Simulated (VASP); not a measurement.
VASP input:

**INCAR**
```
SYSTEM = RbBr
PREC = Accurate
ENCUT = 520
EDIFF = 1E-7
NELM = 100
ALGO = Normal
LREAL = .FALSE.
LASPH = .TRUE.
ISMEAR = 0
SIGMA = 0.05
GGA = PE
IVDW = 13
LMAXMIX = 4
LWAVE = .FALSE.
LCHARG = .FALSE.
ISIF = 2
```

POSCAR:
```
RbBr
1
    0.0000000000     3.5007855728     3.5007855728
    3.5007855728     0.0000000000     3.5007855728
    3.5007855728     3.5007855728     0.0000000000
Rb Br
1 1
Direct
  0.0000000000   0.0000000000   0.0000000000
  0.5000000000   0.5000000000   0.5000000000
```

**KPOINTS**
```
Automatic mesh
0
Gamma
7 7 7
0 0 0
```

POTCAR, in this order: Rb_sv Br (PBE.64 set). Program: vasp_std.

Q: Write an equivalent input for Ansatz.

A: One equivalent input (not run):
Ansatz 0.2 input:
```yaml
crystal:
  lattice:
    - [0.0000000, 3.5007856, 3.5007856]
    - [3.5007856, 0.0000000, 3.5007856]
    - [3.5007856, 3.5007856, 0.0000000]
  atoms:
    - { symbol: Rb, position: [0.0000000, 0.0000000, 0.0000000] }
    - { symbol: Br, position: [0.5000000, 0.5000000, 0.5000000] }
kpoints:
  mp_grid: { grid: [7, 7, 7] }
hamiltonian:
  xc: pbe
  dispersion: d4
  pseudopotentials: { kind: paw }
scf:
  occupations: { method: gaussian, width: 0.05 }
  max_iter: 100
output: { forces: true, stress: true, eigenvalues: true }
```
Limits of the translation: each code has its own PAW files, so the cut-off isn't converted (ENCUT is set for VASP's; basis.ecutwfc is left out, and Ansatz then takes the one that its files recommend); Ansatz stops its SCF on the density residual and VASP on the energy change (EDIFF).

The compound is RbBr in the rock salt structure. This cell is one point of a volume scan, at 1.03 of the reference volume.
